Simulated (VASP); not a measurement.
Here is the system:

```yaml
crystal:
  lattice:
    - [3.78954, 0.00000, 0.00000]
    - [0.00000, 3.78954, 0.00000]
    - [0.00000, 0.00000, 10.92821]
  atoms:
    - { symbol: Zn, position: [0.00000, 0.00000, 0.00000] }
    - { symbol: Zn, position: [0.50000, 0.50000, 0.50000] }
    - { symbol: Cl, position: [0.00000, 0.50000, 0.12500] }
    - { symbol: Cl, position: [0.00000, 0.50000, 0.62500] }
    - { symbol: Cl, position: [0.50000, 0.00000, 0.37500] }
    - { symbol: Cl, position: [0.50000, 0.00000, 0.87500] }
```

Method: LDA (Ceperley-Alder, Perdew-Zunger), VASP's LDA PAW potentials (set 64) (plane waves; VASP 6.6.1). Run with 300 eV cut-off, 9×9×3 Γ-centred mesh, Fermi-Dirac smearing of 0.10 eV, potentials Zn Cl.

At this cut-off the stress carries a Pulay error, which pulls relaxed volumes low.

Estimate the energy per atom (σ→0), pressure, band gap (on the k-mesh) with the smallest direct gap where there is one.

```json
{
  "band gap (on the k-mesh)": "3.28 eV",
  "smallest direct gap (on the k-mesh)": "3.28 eV",
  "energy per atom (σ→0)": "-3.187 eV/atom",
  "pressure": "-5.45 GPa"
}
```

The structure comes from a measured ZnCl2 entry (P4_2/nmc) of the Crystallography Open Database, whose conditions weren't checked. The cell was not relaxed at this level.
